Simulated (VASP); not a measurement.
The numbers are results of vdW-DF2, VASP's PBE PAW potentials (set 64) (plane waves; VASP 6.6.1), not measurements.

VASP ran on this input.

POSCAR:
```
SiC
1
    1.5617654934    -2.7050569301     0.0000000000
    1.5617654934     2.7050569301     0.0000000000
    0.0000000000     0.0000000000     5.1325892111
Si C
2 2
Direct
  0.6666670000   0.3333330000   0.4997055745
  0.3333330000   0.6666670000   0.9997055745
  0.6666670000   0.3333330000   0.8752944255
  0.3333330000   0.6666670000   0.3752944255
```

File KPOINTS:
```
k-points along high-symmetry lines
10
Line-mode
Reciprocal
  0.000000   0.000000   0.000000 ! GAMMA
  0.000000   0.500000   0.000000 ! M

  0.000000   0.500000   0.000000 ! M
 -0.333333   0.666667   0.000000 ! K

 -0.333333   0.666667   0.000000 ! K
  0.000000   0.000000   0.000000 ! GAMMA

  0.000000   0.000000   0.000000 ! GAMMA
  0.000000   0.000000   0.500000 ! A

  0.000000   0.000000   0.500000 ! A
  0.000000   0.500000   0.500000 ! L

  0.000000   0.500000   0.500000 ! L
 -0.333333   0.666667   0.500000 ! H

 -0.333333   0.666667   0.500000 ! H
  0.000000   0.000000   0.500000 ! A

  0.000000   0.500000   0.500000 ! L
  0.000000   0.500000   0.000000 ! M

 -0.333333   0.666667   0.500000 ! H
 -0.333333   0.666667   0.000000 ! K
```

### INCAR
```
SYSTEM=SiC
PREC=Accurate; ENCUT=520; LREAL=.FALSE.
LASPH=.TRUE.; ICHARG=11
EDIFF=1E-7; NELM=100; ALGO=Normal
ISMEAR=0; SIGMA=0.05
GGA=ML; LUSE_VDW=.TRUE.; AGGAC=0.0
ZAB_VDW=-1.8867
LWAVE=.FALSE.; LCHARG=.FALSE.; LORBIT=11
```

POTCAR, in this order: Si C (PBE.64 set). Program: vasp_std. Read from the step before: CHGCAR.

What VASP printed:

OSZICAR:
```
       N       E                     dE             d eps       ncg     rms          rms(c)
DAV:   1     0.428419779342E+02    0.42842E+02   -0.72690E+03  2160   0.118E+03
DAV:   2    -0.189797651955E+02   -0.61822E+02   -0.56301E+02  3124   0.180E+02
DAV:   3    -0.219264369101E+02   -0.29467E+01   -0.29199E+01  2816   0.383E+01
DAV:   4    -0.219672562465E+02   -0.40819E-01   -0.40778E-01  2676   0.510E+00
DAV:   5    -0.219681843709E+02   -0.92812E-03   -0.92759E-03  2752   0.679E-01
DAV:   6    -0.219682137185E+02   -0.29348E-04   -0.29345E-04  2712   0.110E-01
DAV:   7    -0.219682148408E+02   -0.11224E-05   -0.11219E-05  2732   0.186E-02
DAV:   8    -0.219682149038E+02   -0.63021E-07   -0.63017E-07  2376   0.341E-03
   1 F= -.21968215E+02 E0= -.21968215E+02  d E =-.120820E-15
```

**OUTCAR**
```
 val. band max:        7.7296676802   @ k =   0.0000   0.0000   0.0000

 cond. band min:      10.5976488772   @ k =  -0.3333   0.6667   0.0000



 k-point     1 :       0.0000    0.0000    0.0000
  band No.  band energies     occupation
      1      -7.2857      2.00000
      2      -3.9901      2.00000
      3      -0.4757      2.00000
      4       6.4600      2.00000
      5       6.4601      2.00000
      6       7.6071      2.00000
      7       7.7296      2.00000
      8       7.7297      2.00000
      9      12.3916      0.00000
     10      13.6272      0.00000
     11      14.2945      0.00000
     12      14.2945      0.00000

 k-point     2 :       0.0000    0.0556    0.0000
  band No.  band energies     occupation
      1      -7.2347      2.00000
      2      -3.9462      2.00000
      3      -0.4311      2.00000
      4       6.1590      2.00000
      5       6.3718      2.00000
      6       7.5121      2.00000
      7       7.5815      2.00000
      8       7.6982      2.00000
      9      12.6103      0.00000
     10      13.7055      0.00000
     11      14.2052      0.00000
     12      14.3996      0.00000

 k-point     3 :       0.0000    0.1111    0.0000
  band No.  band energies     occupation
      1      -7.0823      2.00000
      2      -3.8160      2.00000
      3      -0.2994      2.00000
      4       5.4026      2.00000
      5       6.1401      2.00000
      6       6.9606      2.00000
      7       7.4626      2.00000
      8       7.5989      2.00000
      9      12.9070      0.00000
     10      13.8764      0.00000
     11      14.2366      0.00000
     12      14.6804      0.00000

 k-point     4 :       0.0000    0.1667    0.0000
  band No.  band energies     occupation
      1      -6.8304      2.00000
      2      -3.6051      2.00000
      3      -0.0890      2.00000
      4       4.4318      2.00000
      5       5.8316      2.00000
      6       6.1822      2.00000
      7       7.2607      2.00000
...
```

The density is held fixed in this step, so its total energy and stress have no physical meaning.

The compound is SiC in the wurtzite structure, the rare 2H polytype. It was relaxed first.
